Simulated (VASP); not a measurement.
Output of a VASP run:

### OUTCAR
```
 ion  position               nearest neighbor table
   1  0.333  0.667  0.250-   2 3.37   2 3.37   2 3.37   2 3.37   2 3.37   2 3.37
   2  0.667  0.333  0.750-   1 3.37   1 3.37   1 3.37   1 3.37   1 3.37   1 3.37
  LATTYP: Found a hexagonal cell.
 ALAT       =     3.5076845463
 C/A-ratio  =     1.5350214199
 Subroutine PRICEL returns:
 Original cell was already a primitive cell.
 Subroutine GETGRP returns: Found 24 space group operations
The static configuration has the point symmetry D_3d.
 The point group associated with its full space group is D_6h.
The dynamic configuration has the point symmetry D_3d.
 Subroutine INISYM returns: Found 24 space group operations
 Subroutine IBZKPT returns following result:
 Found     76 irreducible k-points:

 Following reciprocal coordinates:
            Coordinates               Weight
  0.000000  0.000000  0.000000      1.000000
  0.083333  0.000000  0.000000      6.000000
  0.166667  0.000000  0.000000      6.000000
  0.250000 -0.000000  0.000000      6.000000
  0.333333  0.000000  0.000000      6.000000
  0.416667 -0.000000  0.000000      6.000000
  0.500000 -0.000000  0.000000      3.000000
  0.083333  0.083333  0.000000      6.000000
  0.166667  0.083333  0.000000     12.000000
  0.250000  0.083333  0.000000     12.000000
  0.333333  0.083333  0.000000     12.000000
  0.416667  0.083333  0.000000     12.000000
  0.166667  0.166667  0.000000      6.000000
  0.250000  0.166667  0.000000     12.000000
  0.333333  0.166667  0.000000     12.000000
  0.416667  0.166667  0.000000      6.000000
  0.250000  0.250000  0.000000      6.000000
  0.333333  0.250000  0.000000     12.000000
  0.333333  0.333333  0.000000      2.000000
  0.000000  0.000000  0.142857      2.000000
  0.083333  0.000000  0.142857     12.000000
  0.166667  0.000000  0.142857     12.000000
  0.250000 -0.000000  0.142857     12.000000
  0.333333  0.000000  0.142857     12.000000
  0.416667 -0.000000  0.142857     12.000000
  0.500000 -0.000000  0.142857      6.000000
  0.083333  0.083333  0.142857     12.000000
  0.166667  0.083333  0.142857     24.000000
  0.250000  0.083333  0.142857     24.000000
  0.333333  0.083333  0.142857     24.000000
  0.416667  0.083333  0.142857     24.000000
  0.166667  0.166667  0.142857     12.000000
  0.250000  0.166667  0.142857     24.000000
  0.333333  0.166667  0.142857     24.000000
  0.416667  0.166667  0.142857     12.000000
  0.250000  0.250000  0.142857     12.000000
  0.333333  0.250000  0.142857     24.000000
  0.333333  0.333333  0.142857      4.000000
  0.000000  0.000000  0.285714      2.000000
  0.083333  0.000000  0.285714     12.000000
   k-points           NKPTS =     76   k-points in BZ     NKDIM =     76   number of bands    NBANDS=     13
   number of dos      NEDOS =    301   number of ions     NIONS =      2
   total plane-waves  NPLWV =  31360
   dimension x,y,z NGX =    28 NGY =   28 NGZ =   40
   dimension x,y,z NGXF=    56 NGYF=   56 NGZF=   80
   ions per type =               2
   PREC   = accura    normal or accurate (medium, high low for compatibility)
   ISTART =      0    job   : 0-new  1-cont  2-samecut
   ICHARG =      2    charge: 1-file 2-atom 10-const
   ISPIN  =      1    spin polarized calculation?
   LNONCOLLINEAR =      F non collinear calculations
   LSORBIT =      F    spin-orbit coupling
   INIWAV =      1    electr: 0-lowe 1-rand  2-diag
   ENCUT  =  520.0 eV  38.22 Ry    6.18 a.u.   6.52  6.52 10.01*2*pi/ulx,y,z
   NELM   =    100;   NELMIN=  2; NELMDL= -5     # of ELM steps
   EDIFF  = 0.1E-06   stopping-criterion for ELM
   LREAL  =      F    real-space projection
   NLSPLINE    = F    spline interpolate recip. space projectors
   LMAXMIX     =    6 max onsite mixed and CHGCAR
   VOSKOWN=      0    Vosko Wilk Nusair interpolation
   EDIFFG = -.1E-01   stopping-criterion for IOM
   NSW    =     30    number of steps for IOM
...
```

### OSZICAR
```
...
DAV:  21     0.183493195893E+02   -0.21904E-03   -0.31907E-04  2016   0.215E-01    0.244E-02
DAV:  22     0.183493140930E+02   -0.54963E-05   -0.23131E-05  2056   0.497E-02    0.152E-02
DAV:  23     0.183493110171E+02   -0.30759E-05   -0.34427E-06  2156   0.219E-02    0.903E-03
DAV:  24     0.183493116393E+02    0.62224E-06   -0.66170E-06  2021   0.274E-02    0.763E-03
DAV:  25     0.183493095111E+02   -0.21282E-05   -0.14148E-06  2066   0.147E-02    0.455E-03
DAV:  26     0.183493099146E+02    0.40349E-06   -0.31237E-07  2196   0.732E-03    0.335E-03
DAV:  27     0.183493085589E+02   -0.13558E-05   -0.42422E-08  1428   0.264E-03    0.139E-03
DAV:  28     0.183493089882E+02    0.42937E-06   -0.18082E-08  1133   0.188E-03    0.974E-04
DAV:  29     0.183493088056E+02   -0.18267E-06   -0.24370E-08  1103   0.175E-03    0.441E-04
DAV:  30     0.183493088285E+02    0.22898E-07   -0.17303E-09  1078   0.630E-04
   1 F= 0.18349309E+02 E0= 0.18349014E+02  d E =0.183493E+02
       N       E                     dE             d eps       ncg     rms          rms(c)
DAV:   1     0.183407129008E+02   -0.85959E-02   -0.40534E-01  1976   0.491E+00    0.414E-01
DAV:   2     0.183459288051E+02    0.52159E-02   -0.81807E-03  2631   0.105E+00    0.243E-01
DAV:   3     0.183460524954E+02    0.12369E-03   -0.51758E-03  2016   0.523E-01    0.174E-01
DAV:   4     0.183475020152E+02    0.14495E-02   -0.15959E-03  1991   0.529E-01    0.415E-02
DAV:   5     0.183459817100E+02   -0.15203E-02   -0.12850E-03  1976   0.454E-01    0.241E-02
DAV:   6     0.183459697645E+02   -0.11946E-04   -0.73815E-05  2907   0.995E-02    0.852E-03
DAV:   7     0.183459672114E+02   -0.25530E-05   -0.90191E-06  2091   0.336E-02    0.300E-03
DAV:   8     0.183459680629E+02    0.85147E-06   -0.43358E-06  2076   0.234E-02    0.416E-03
DAV:   9     0.183459670488E+02   -0.10141E-05   -0.20834E-06  2066   0.158E-02    0.217E-03
DAV:  10     0.183459674549E+02    0.40614E-06   -0.38464E-07  2176   0.637E-03    0.103E-03
DAV:  11     0.183459671180E+02   -0.33691E-06   -0.60898E-08  1178   0.303E-03    0.143E-04
DAV:  12     0.183459672231E+02    0.10508E-06   -0.62557E-09  1048   0.109E-03    0.102E-04
DAV:  13     0.183459672113E+02   -0.11787E-07   -0.12633E-09  1038   0.501E-04
   2 F= 0.18345967E+02 E0= 0.18346036E+02  d E =-.334162E-02
       N       E                     dE             d eps       ncg     rms          rms(c)
DAV:   1     0.183430830498E+02   -0.28842E-02   -0.17360E-01  1976   0.321E+00    0.268E-01
DAV:   2     0.183453412578E+02    0.22582E-02   -0.35129E-03  2616   0.686E-01    0.168E-01
DAV:   3     0.183453904971E+02    0.49239E-04   -0.21363E-03  2026   0.335E-01    0.128E-01
DAV:   4     0.183460669859E+02    0.67649E-03   -0.66452E-04  1996   0.345E-01    0.287E-02
DAV:   5     0.183453664573E+02   -0.70053E-03   -0.56536E-04  1986   0.303E-01    0.149E-02
DAV:   6     0.183453610731E+02   -0.53842E-05   -0.33445E-05  2878   0.669E-02    0.553E-03
DAV:   7     0.183453600026E+02   -0.10705E-05   -0.35434E-06  2111   0.211E-02    0.159E-03
DAV:   8     0.183453605803E+02    0.57766E-06   -0.15788E-06  2076   0.142E-02    0.281E-03
DAV:   9     0.183453600331E+02   -0.54718E-06   -0.86277E-07  2046   0.101E-02    0.155E-03
DAV:  10     0.183453602845E+02    0.25138E-06   -0.13429E-07  1720   0.396E-03    0.564E-04
DAV:  11     0.183453601278E+02   -0.15671E-06   -0.18221E-08  1068   0.172E-03    0.783E-05
DAV:  12     0.183453601791E+02    0.51386E-07   -0.17581E-09  1048   0.636E-04
   3 F= 0.18345360E+02 E0= 0.18345766E+02  d E =-.394865E-02
```

### OUTCAR
```
------------------------ aborting loop because EDIFF is reached ----------------------------------------
  FORCE on cell =-STRESS in cart. coord.  units (eV):
  Direction    XX          YY          ZZ          XY          YZ          ZX
  --------------------------------------------------------------------------------------
  Total        0.9539756      0.9539754      0.9600058      0.0000000      0.0000000     -0.0000000
  in kB       26.6404256     26.6404220     26.8088237      0.0000000      0.0000000     -0.0000000
  external PRESSURE =      26.6965571 kB  Pullay stress =       0.0000000 kB
  volume of cell :       57.37
      direct lattice vectors                 reciprocal lattice vectors
     1.741052066 -3.015590433  0.000000000     0.287182681 -0.165805009 -0.000000000
     1.741052066  3.015590433 -0.000000000     0.287182681  0.165805009  0.000000000
     0.000000000 -0.000000000  5.463771927     0.000000000  0.000000000  0.183023745
 POSITION                                       TOTAL-FORCE (eV/Angst)
 -----------------------------------------------------------------------------------
      1.74105      1.00520      1.36594        -0.000000     -0.000000      0.000000
      1.74105     -1.00520      4.09783         0.000000      0.000000      0.000000
 -----------------------------------------------------------------------------------
    total drift:                                0.000002      0.000106     -0.000010
  FREE ENERGIE OF THE ION-ELECTRON SYSTEM (eV)
  ---------------------------------------------------
  free  energy   TOTEN  =        18.3453601791 eV

  energy  without entropy=       18.3465789737  energy(sigma->0) =       18.34576644

 reached required accuracy - stopping structural energy minimisation
```
(Selected blocks of OUTCAR.)

### POSCAR
```
Dy
1
    1.7538423571    -3.0377438771     0.0000000000
    1.7538423571     3.0377438771     0.0000000000
    0.0000000000     0.0000000000     5.3843709128
Dy
2
Direct
  0.3333330000   0.6666670000   0.2500000000
  0.6666670000   0.3333330000   0.7500000000
```

Q: Reconstruct the remaining input files.

A: This is not unique; one that fits is the input of the run itself, MS2 meta-GGA, plane waves, VASP's PBE PAW potentials (set 64).

### INCAR
```
SYSTEM = Dy
PREC = Accurate
ENCUT = 520
EDIFF = 1E-7
NELM = 100
ALGO = Normal
LREAL = .FALSE.
LASPH = .TRUE.
ISMEAR = 1
SIGMA = 0.1
METAGGA = MS2
LMIXTAU = .TRUE.
LMAXMIX = 6
LWAVE = .FALSE.
LCHARG = .FALSE.
ISIF = 4
IBRION = 2
NSW = 30
EDIFFG = -0.01
```

File KPOINTS:
```
kpoints
0
G
 12 12 7
```

POTCAR, in this order: Dy_3 (PBE.64 set). Program: vasp_std.

The 4f electrons are frozen in the core of the lanthanide potential, so 4f levels, which can set the real gap, and their magnetism are missing.

The compound is Dy in the hcp structure. This cell is one point of a volume scan, at 0.94 of the reference volume. Symmetry was kept, so distortions that lower it aren't found.
